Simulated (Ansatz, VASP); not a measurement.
## Os (Osmium): VASP beside Ansatz

Aim: how closely do two programs agree when they are given the same cell, functional and k mesh? The cell is taken from a series of runs on this material, whose earlier steps may have relaxed, scaled, displaced or heated it; both programs get it as it stands.

Program: Ansatz 0.2.0. Level of theory: plane waves, with VASP 6.6.1 beside it; zone-centre phonons at LDA. Results are calculated unless marked as measured.

### 1. Starting point

Symmetry: P6_3/mmc, No. 194, hexagonal system. Conventional cell: a = 2.634 Å, b = 2.634 Å, c = 4.360 Å, α = 90.00°, β = 90.00°, γ = 120.00°. Nearest to Os lie 12 Os at 2.63 to 2.66 Å.

As a file:

```cif
data_structure
_symmetry_space_group_name_H-M 'P6_3/mmc'
_symmetry_Int_Tables_number 194
_cell_length_a 2.6338
_cell_length_b 2.6338
_cell_length_c 4.3598
_cell_angle_alpha 90.000
_cell_angle_beta 90.000
_cell_angle_gamma 120.000
_cell_volume 26.19
loop_
_atom_site_label
_atom_site_type_symbol
_atom_site_symmetry_multiplicity
_atom_site_Wyckoff_symbol
_atom_site_fract_x
_atom_site_fract_y
_atom_site_fract_z
_atom_site_occupancy
Os1 Os 2 c 0.33333 0.66667 0.25000 1
```

### 2. Ansatz: zone-centre phonons, LDA

Ansatz runs on its PAW soft_1 files.

Second derivatives magnify differences that forces hide, and they need a tight electronic threshold.

Contents of input.yaml:

```yaml
crystal:
  lattice:
    - [2.6337987632, 0.0, 0.0]
    - [-1.3168993816, 2.2809366374, 0.0]
    - [0.0, 0.0, 4.3597574363]
  atoms:
    - { symbol: Os, position: [0.3333333333, 0.6666666667, 0.25] }
    - { symbol: Os, position: [0.6666666667, 0.3333333333, 0.75] }
kpoints:
  mp_grid: { grid: [18, 18, 12] }
hamiltonian:
  xc: lda
  pseudopotentials: { kind: paw, azcp: { folder: soft_1 }, xc_functional: pbe }
scf:
  occupations: { method: methfessel_paxton, width: 0.2 }
output:
  eigenvalues: true
phonons:
  method: dfpt
```

Run with:

```
> ansatz run input.yaml --threads 4 --pin off --max-ram 10240MiB --backend cpu --events-out ev --progress --plain --runs-dir out
```

Numbers of over 12 decimals in the logs are rounded to 6 here.

What it wrote:

```text
zone centre: on kpoints.mp_grid the ground state, and the responses unless they are solved on pairs of k-points, stand on 637 of the mesh's 3888 k-points, reduced under 4 symmetry operations, with k and −k counted as one. Each operation leaves every solved displacement unchanged or reverses it
Engine: ansatz 0.2.0, aarch64-unknown-linux-gnu
Pseudopotentials: kind: paw
Pseudopotential: Os, paw, valence charge 16, recommended cutoff 420 eV (normal), soft_1/Os.paw.azcp
Functional definition: SPW92
  exchange = slater_x
  correlation = pw_c
Crystal: 2 atoms, lattice volume = 26.191 Å³
Basis set: ecut = 420 eV, 549 PW (Γ), exchange–correlation on 36×36×60 points (8 copies of the dense FFT grid, shifted against one another)
Bands: 20, of which v1, the nominal top of the filled ones, is band 16 counted from 1 (15 counted from 0)
Symmetry: 24 space group operations
k-points: 637 of 3888 (irreducible under 4 space group operations, time reversal used)
Non-local potential: Os, projectors of the file, l = 0: 3, l = 1: 2, l = 2: 2, l = 3: 1
PAW form: soft (Blöchl's): semilocal exchange-correlation on the pseudo side does not see the compensation charge
PAW frozen core: Os, regenerated for the run's functional, and the local potential with it (the file was generated under x = pbe(κ = 0.804, μ = 0.219515), c = pbe(β = 0.066725))
PAW one-centre angular grid: Os, 590 points (default); XC on 64 Gauss nodes
Initial density: superposition of atomic densities (chi_scale 0.1, normalization cell)
Initial wavefunctions: pseudopotential atomic-orbital guess
Functional: x = slater, c = lda
SCF iter   1: F=—  HF=-22239.211483 eV  |F-HF|=—  |Δ(HF+E_count)|=         —  Δρ=6.07e-2  dr2=7.53e-1  ethr=3.10e-3  ⟨swp⟩=5.0  Hψ=118751  notcnv=0  defer=18
automatic band count: the SCF goes on with 24 bands, as 20 were too few: they end inside the smearing window of the response
preconditioner: auto → none  [metal: Δε(μ)=0.016 eV  Ē_g=12.862 eV  σ=0.200 eV  W_gap=0.07  n_scr=8 (ndim 8)  ℏωp=29.0 eV  f_vac=0.000  D(μ)=1.13/eV (n_scr^D=8)  sad-step TF]
SCF iter   2: F=—  HF=-22239.003031 eV  |F-HF|=—  |Δ(HF+E_count)|=   2.08e-1  S|Δr|=    0.00e0  Δρ=3.54e-2  dr2=2.49e-1  ethr=2.35e-3  ⟨swp⟩=2.0  Hψ=22641  notcnv=0  defer=261
SCF iter   3: F=—  HF=-22238.908300 eV  |F-HF|=—  |Δ(HF+E_count)|=   9.47e-2  S|Δr|=    0.00e0  Δρ=1.58e-3  dr2=3.40e-4  ethr=7.78e-4  ⟨swp⟩=2.0  Hψ=21512  notcnv=0  defer=261
SCF iter   4: F=—  HF=-22238.908159 eV  |F-HF|=—  |Δ(HF+E_count)|=   1.41e-4  S|Δr|=    0.00e0  Δρ=1.78e-4  dr2=4.05e-6  ethr=1.06e-6  ⟨swp⟩=2.1  Hψ=21355  notcnv=0  defer=450
SCF iter   5: F=—  HF=-22238.908156 eV  |F-HF|=—  |Δ(HF+E_count)|=   3.52e-6  S|Δr|=    0.00e0  Δρ=2.95e-5  dr2=1.38e-7  ethr=1.27e-8  ⟨swp⟩=2.2  Hψ=21190  notcnv=0  defer=450
SCF iter   6: F=—  HF=-22238.908164 eV  |F-HF|=—  |Δ(HF+E_count)|=   8.21e-6  S|Δr|=    0.00e0  Δρ=5.63e-6  dr2=3.05e-9  ethr=4.31e-10  ⟨swp⟩=2.8  Hψ=24006  notcnv=0  defer=561
SCF iter   7: F=—  HF=-22238.908164 eV  |F-HF|=—  |Δ(HF+E_count)|=  2.76e-10  S|Δr|=    0.00e0  Δρ=1.12e-6  dr2=6.16e-11  ethr=9.55e-12  ⟨swp⟩=2.8  Hψ=23942  notcnv=0  defer=561
SCF iter   8: F=-22238.908164 eV  HF=-22238.908164 eV  |F-HF|=3.64e-12  |Δ(HF+E_count)|=  2.18e-11  S|Δr|=    0.00e0  Δρ=6.80e-8  dr2=2.73e-13  ethr=1.00e-12  ⟨swp⟩=10.0  Hψ=70648  notcnv=0
SCF 1 converged in 8 iterations: F = -22238.908164 eV  dr2 = 2.73e-13
  greatest PAW one-centre occupation: 1.000 electrons in one spin orbital (limit 2), on the Os atom at site 1 (counted from 0), in its partial waves of l = 0
DFPT response loops at Γ: preconditioner auto → Kerker (q_TF=auto, 2.821 Å⁻¹) (partly filled bands, converged f_vac=0.000); β = 1.00, the filter's whole step (`scf.mixing.beta` (0.50) is not read by the response loops under this deck's `scf.mixing.preconditioner`; to damp them name `kerker` or `kerker_dos`, under which they read `scf.mixing.beta`, and type it under 1.00, their step now; both keys bind the ground state too); Broyden in place of MSR1
SCF converged after 8 iterations
Stability not checked: this state was not tested for a lower state beside it, because cold or Methfessel-Paxton smearing, or corrected tetrahedra, fill the levels in a way that the test cannot read (fill_not_monotonic; see scf.lower_state_search)
Free energy (F): -22238.908164 eV
Harris-Foulkes:  -22238.908164 eV  (|F-HF|=3.64e-12)
Internal energy: -22238.906431 eV  (E = F + TS)
E sigma→0 (E₀):  -22238.907731 eV
Entropy (-TS):   -0.001733 eV (-0.866 meV/atom)
Fermi energy:    27.761404 eV
--- Per-component energies (eV) ---
  E_band       = -80.649271
  E_kinetic    = 993.236170
  E_local      = -1706.588004  (includes V_loc(G=0)·N_el)
  E_nonlocal   = 406.731949
  E_hartree    = 617.372715
  E_xc         = -468.465643
  E_vxc        = -496.619859  (∫ρ·V_xc dr)
  E_paw        = -17565.135344  (= ΣΔE_a)
  E_vpaw       = -512.155846  (= ΣTr[D̂ρ^β])
  E_aug_tail   = 0.000882  (compensation charges beyond the density's cutoff)
  E_ewald      = -4516.784802
  E_core_change = 0.725646  (= ΣΔE_core)
  E_smearing   = -0.001733  (= −TS)
  E_closure    = -0.000000  (closes the sum)
  Σ components = -22238.908164   (vs F -22238.908164, Δ=0.00e0)
--- Band table (eV; the first three rows and the last of 637) ---
  k-point 0: bands = [... 12 lower, 24.4449, 25.2417, 25.2417, 26.5144, 26.5144, 27.3469, 29.6618, 29.6618, ... 4 higher]
  k-point 1: bands = [... 12 lower, 24.4106, 25.1948, 25.1948, 26.6232, 26.6232, 27.0642, 29.6629, 29.6629, ... 4 higher]
  k-point 2: bands = [... 12 lower, 24.3353, 25.0663, 25.0663, 26.3487, 26.9175, 26.9175, 29.6493, 29.6493, ... 4 higher]
  k-point 636: bands = [... 12 lower, 24.0982, 24.0982, 25.9437, 25.9437, 30.2973, 30.2973, 33.3066, 33.3066, ... 4 higher]
--- Phonons (Γ-DFPT): 2 representative perturbations + reference, on 637 of 3888 k-points (Σ response iterations 4) ---
  k mesh reduced under 4 symmetry operations, with k and −k counted as one. Each operation leaves every solved displacement unchanged or reverses it
  ASR residual: 2.897e-5 → 0.000e0 eV/Å²; symmetrization residual: 7.176e-13 eV/Å²
  ASR residual per site (eV/Å²): 2.90e-5 2.90e-5
  Γ frequencies (cm⁻¹): 0.00 0.00 0.00 165.23 165.23 220.56
  non-analytic LO–TO correction: not included (Born effective charges unavailable; polar crystals: no LO–TO splitting at Γ)
```

Reading the cycles: dr2 is the Hartree energy of the density residual (eV), the measure of convergence; HF is the Harris–Foulkes estimate of the energy, which meets the free energy F at convergence.

### 3. VASP: zone-centre phonons, LDA

The same cell, functional (in two slightly different forms), mesh and smearing now go to VASP, with its own data sets.

Lines of VASP's logs that name or quote its potential files are left out, and so is its time.

Contents of INCAR:

```
SYSTEM = Os
PREC = Accurate
ENCUT = 600
EDIFF = 1E-08
NELM = 120
ISMEAR = 1
SIGMA = 0.2
LREAL = .FALSE.
ALGO = Normal
GGA = CA
NBANDS = 14
LASPH = .TRUE.
LORBIT = 11
LWAVE = .FALSE.
LCHARG = .FALSE.
ISIF = 2
IBRION = 8
GGA_COMPAT = .FALSE.
KPAR = 2
```

Contents of POSCAR:

```
Os
1.0
    2.6337987632      0.0000000000      0.0000000000
   -1.3168993816      2.2809366374      0.0000000000
    0.0000000000      0.0000000000      4.3597574363
Os
2
Direct
    0.3333333333      0.6666666667      0.2500000000
    0.6666666667      0.3333333333      0.7500000000
```

Contents of KPOINTS:

```
Automatic mesh
0
Gamma
18 18 12
0 0 0
```

PAW data sets: Os (LDA family, release 64).

Run with:

```
> mpirun -np 2 vasp_std
```

What it wrote:

```text
[banner, memory and clock lines left out]
running    2 mpi-ranks, on    1 nodes
 distrk:  each k-point on    1 cores,    2 groups
 distr:  one band on    1 cores,    1 groups

 POSCAR found type information on POSCAR Os
 POSCAR found :  1 types and       2 ions
 LDA part: xc-table for (Slater(with rela. corr.)+CA(PZ))
 , standard interpolation
 POSCAR, INCAR and KPOINTS ok, starting setup
 FFT: planning ... GRIDC
 FFT: planning ... GRID_SOFT
 FFT: planning ... GRID
 WAVECAR not read
 entering main loop
       N       E                     dE             d eps       ncg     rms          rms(c)
DAV:   1     0.115220466046E+03    0.11522E+03   -0.83463E+03  7252   0.124E+03
DAV:   2    -0.207321389559E+02   -0.13595E+03   -0.12046E+03  7414   0.367E+02
DAV:   3    -0.265948062916E+02   -0.58627E+01   -0.56203E+01  9564   0.679E+01
DAV:   4    -0.266513707994E+02   -0.56565E-01   -0.56403E-01  8012   0.665E+00
DAV:   5    -0.266516546614E+02   -0.28386E-03   -0.28385E-03  9464   0.435E-01    0.375E+01
DAV:   6    -0.254984903691E+02    0.11532E+01   -0.95706E-01  8992   0.878E+00    0.175E+01
DAV:   7    -0.251463730965E+02    0.35212E+00   -0.66875E-01  9160   0.717E+00    0.975E-01
DAV:   8    -0.251377036461E+02    0.86695E-02   -0.78757E-03  7404   0.727E-01    0.345E-01
DAV:   9    -0.251361597520E+02    0.15439E-02   -0.16168E-03  9064   0.408E-01    0.482E-02
DAV:  10    -0.251361625895E+02   -0.28374E-05   -0.22438E-05  8872   0.363E-02    0.112E-02
DAV:  11    -0.251361562249E+02    0.63645E-05   -0.19353E-06  8470   0.178E-02    0.110E-03
DAV:  12    -0.251361561359E+02    0.89039E-07   -0.47622E-08  9220   0.261E-03    0.253E-04
DAV:  13    -0.251361561340E+02    0.18612E-08   -0.19598E-09  5324   0.369E-04
   1 F= -.25136156E+02 E0= -.25135569E+02  d E =-.176214E-02
 Linear response reoptimize wavefunctions to high precision
DAV:   1    -0.251361561341E+02   -0.18417E-10   -0.14967E-10  5510   0.168E-04
 Linear response DOF=           2
 Linear response progress:
  Degree of freedom:   1/  2
       N       E                     dE             d eps       ncg     rms          rms(c)
RMM:   1    -0.195231133993E+00   -0.19523E+00   -0.10981E-01 54031   0.261E+00
RMM:   2    -0.191887875766E+00    0.33433E-02   -0.16734E-03 45082   0.512E-01    0.156E-01
RMM:   3    -0.190681172596E+00    0.12067E-02   -0.50408E-04 50322   0.156E-01    0.874E-02
RMM:   4    -0.190031022492E+00    0.65015E-03   -0.76327E-04 50962   0.185E-01    0.117E-02
RMM:   5    -0.190088361949E+00   -0.57339E-04   -0.12739E-05 52215   0.262E-02    0.379E-03
RMM:   6    -0.190073704767E+00    0.14657E-04   -0.83301E-07 52170   0.685E-03    0.136E-03
RMM:   7    -0.190069433017E+00    0.42717E-05   -0.17040E-08 53360   0.193E-03    0.709E-04
RMM:   8    -0.190065415655E+00    0.40174E-05   -0.49695E-09 52891   0.778E-04    0.758E-05
RMM:   9    -0.190065210591E+00    0.20506E-06    0.39061E-08 54107   0.135E-04    0.221E-05
RMM:  10    -0.190065161393E+00    0.49197E-07   -0.66714E-10 53920   0.463E-05    0.333E-06
RMM:  11    -0.190065146362E+00    0.15031E-07    0.50233E-09 53449   0.249E-05    0.112E-06
RMM:  12    -0.190065152609E+00   -0.62467E-08   -0.18321E-09 41049   0.211E-05    0.290E-07
 first order change of Fermi-energy  -0.17125E-04
 force on displaced ion       1 direction 1 :  -9.539   0.001   0.000
 Linear response progress:
  Degree of freedom:   2/  2
       N       E                     dE             d eps       ncg     rms          rms(c)
RMM:   1    -0.256880666823E+00   -0.25688E+00   -0.13814E-01 19116   0.273E+00
RMM:   2    -0.248554961458E+00    0.83257E-02   -0.63735E-03 15042   0.730E-01    0.185E-01
RMM:   3    -0.247937287211E+00    0.61767E-03   -0.76981E-04 17759   0.153E-01    0.103E-01
RMM:   4    -0.248038170729E+00   -0.10088E-03   -0.34352E-04 17940   0.134E-01    0.221E-02
RMM:   5    -0.248099538580E+00   -0.61368E-04    0.13326E-05 18260   0.273E-02    0.152E-02
RMM:   6    -0.248125175221E+00   -0.25637E-04   -0.12388E-06 18203   0.114E-02    0.421E-03
RMM:   7    -0.248142514480E+00   -0.17339E-04    0.20320E-06 18339   0.460E-03    0.492E-04
RMM:   8    -0.248141473493E+00    0.10410E-05   -0.27762E-07 18526   0.530E-04    0.207E-04
RMM:   9    -0.248139847136E+00    0.16264E-05    0.13348E-07 18525   0.150E-04    0.261E-05
RMM:  10    -0.248139769355E+00    0.77781E-07    0.54189E-08 18489   0.452E-05    0.564E-06
RMM:  11    -0.248139765599E+00    0.37554E-08    0.52420E-08 18436   0.217E-05    0.785E-07
 first order change of Fermi-energy   0.80973E-04
 force on displaced ion       1 direction 3 :  -0.000   0.000 -16.938
 Linear response finished
```

Parts of OUTCAR (step 3):

```text
ion  position               nearest neighbor table
   1  0.333  0.667  0.250-   2 2.66   2 2.66   2 2.66   2 2.66   2 2.66   2 2.66
   2  0.667  0.333  0.750-   1 2.66   1 2.66   1 2.66   1 2.66   1 2.66   1 2.66

  LATTYP: Found a hexagonal cell.
 ALAT       =     2.6337987632
 C/A-ratio  =     1.6553115208

 Subroutine GETGRP returns: Found 24 space group operations
 (whereof 12 operations were pure point group operations)

The static configuration has the point symmetry D_3d.
 The point group associated with its full space group is D_6h.

 Found    259 irreducible k-points:

   k-points           NKPTS =    259   k-points in BZ     NKDIM =    259   number of bands    NBANDS=     14

   dimension x,y,z NGX =    24 NGY =   24 NGZ =   36
   dimension x,y,z NGXF=    48 NGYF=   48 NGZF=   72

   ENCUT  =  600.0 eV  44.10 Ry    6.64 a.u.   5.26  5.26  8.71*2*pi/ulx,y,z

   NELECT =      16.0000    total number of electrons

 k-points in reciprocal lattice and weights: Automatic mesh
   0.00000000  0.00000000  0.00000000       0.000
   0.05555556  0.00000000  0.00000000       0.002
   0.11111111  0.00000000  0.00000000       0.002
   0.16666667 -0.00000000  0.00000000       0.002
   0.22222222  0.00000000  0.00000000       0.002
   0.27777778  0.00000000  0.00000000       0.002
   0.33333333 -0.00000000  0.00000000       0.002
   0.38888889  0.00000000  0.00000000       0.002
   0.44444444  0.00000000  0.00000000       0.002
[...]
0.33333333  0.27777778  0.50000000       0.003
   0.33333333  0.33333333  0.50000000       0.001

 average (electrostatic) potential at core
       1 -42.5086       2 -42.5086

  Total        5.8677284      5.8677284      0.3160906      0.0000000     -0.0000000      0.0000000
  in kB      358.9404848    358.9404848     19.3358817      0.0000000     -0.0000000      0.0000000
  external PRESSURE =     245.7389504 kB  Pullay stress =       0.0000000 kB

  energy-cutoff  :      600.00
  volume of cell :       26.19
      direct lattice vectors                 reciprocal lattice vectors
     2.633798763  0.000000000  0.000000000     0.379679729  0.219208194  0.000000000
    -1.316899382  2.280936637  0.000000000     0.000000000  0.438416387  0.000000000
     0.000000000  0.000000000  4.359757436     0.000000000  0.000000000  0.229370559

 POSITION                                       TOTAL-FORCE (eV/Angst)
 -----------------------------------------------------------------------------------
     -0.00000      1.52062      1.08994        -0.000000     -0.000000      0.000000
      1.31690      0.76031      3.26982         0.000000      0.000000      0.000000
 -----------------------------------------------------------------------------------
    total drift:                               -0.000000      0.000000     -0.000000

 Eigenvectors and eigenvalues of the dynamical matrix
 ----------------------------------------------------

   1 f  =    6.597750 THz    41.454884 2PiTHz  220.077241 cm-1    27.286088 meV
             X         Y         Z           dx          dy          dz
     -0.000000  1.520624  1.089939     0.000000    0.000000   -0.707107
      1.316899  0.760312  3.269818     0.000000    0.000000    0.707107

   2 f  =    4.951099 THz    31.108674 2PiTHz  165.150892 cm-1    20.476092 meV
             X         Y         Z           dx          dy          dz
     -0.000000  1.520624  1.089939     0.000011    0.707107    0.000000
      1.316899  0.760312  3.269818    -0.000011   -0.707107    0.000000

   3 f  =    4.951099 THz    31.108674 2PiTHz  165.150892 cm-1    20.476092 meV
             X         Y         Z           dx          dy          dz
     -0.000000  1.520624  1.089939     0.707107   -0.000011    0.000000
      1.316899  0.760312  3.269818    -0.707107    0.000011    0.000000

   4 f  =    0.000000 THz     0.000000 2PiTHz    0.000002 cm-1     0.000000 meV
             X         Y         Z           dx          dy          dz
     -0.000000  1.520624  1.089939    -0.202812    0.677397    0.000000
      1.316899  0.760312  3.269818    -0.202812    0.677397    0.000000

   5 f  =    0.000000 THz     0.000000 2PiTHz    0.000000 cm-1     0.000000 meV
             X         Y         Z           dx          dy          dz
     -0.000000  1.520624  1.089939     0.000000    0.000000    0.707107
      1.316899  0.760312  3.269818     0.000000    0.000000    0.707107

   6 f/i=    0.000000 THz     0.000000 2PiTHz    0.000001 cm-1     0.000000 meV
             X         Y         Z           dx          dy          dz
     -0.000000  1.520624  1.089939     0.677397    0.202812    0.000000
      1.316899  0.760312  3.269818     0.677397    0.202812    0.000000

 ELASTIC MODULI CONTR FROM IONIC RELAXATION (kBar)
 Direction    XX          YY          ZZ          XY          YZ          ZX
 --------------------------------------------------------------------------------
 XX         -81.6629     81.6629      0.0000     -0.0000      0.0000      0.0000
 YY          81.6629    -81.6629     -0.0000      0.0000      0.0000      0.0000
 ZZ           0.0000     -0.0000     -0.0000      0.0000      0.0000      0.0000
 XY          -0.0000      0.0000      0.0000    -81.6629      0.0000      0.0000
 YZ           0.0000      0.0000      0.0000      0.0000      0.0000      0.0000
 ZX           0.0000      0.0000      0.0000      0.0000      0.0000      0.0000
 --------------------------------------------------------------------------------
```

### 4. Comparison

Known differences besides the potentials themselves: the two LDA forms differ slightly; the data sets hold 32 valence electrons in Ansatz (on its PAW soft_1 files) and 16 in VASP; the cutoff is 420 eV in Ansatz and 600 eV in VASP; VASP's log shows a relativistic correction to its local exchange, Ansatz's none. Total energies have different zeros and are not compared.

Both answers:

```csv
quantity,Ansatz,VASP,difference
optical mode 1 to 2 (cm⁻¹),165.2,165.2,+0.05 %
optical mode 3 (cm⁻¹),220.6,220.1,+0.22 %
```

Modes are paired by rising frequency, not by their patterns, so a pair may set unlike modes beside each other; they are those without the splitting of longitudinal modes.

### 5. Outcome

* r.m.s. difference of the optical zone-centre modes, each program's sorted by frequency (zone-centre phonons, LDA): 0.29 cm⁻¹

What this shows: The r.m.s. difference of the optical zone-centre modes, each program's sorted by frequency is 0.29 cm⁻¹ (zone-centre phonons, LDA). The data sets hold unlike numbers of valence electrons (32 in Ansatz and 16 in VASP), so part of the differences comes from the potentials. How closely two codes agree says nothing of how well the functional describes the real material.

[Lines on the potential files, build, host, timing and source positions are cut from VASP's logs without a mark.]

[Logs are printed without paths, hosts, clocks, repeated set-up lines and the standing remarks that a program may print on its own settings, such as how far it seeks lower states.]

[Hosts, paths, dates, database ids (printed as entryN), source tags and the programs' standing remarks are cut or masked in the printed files.]
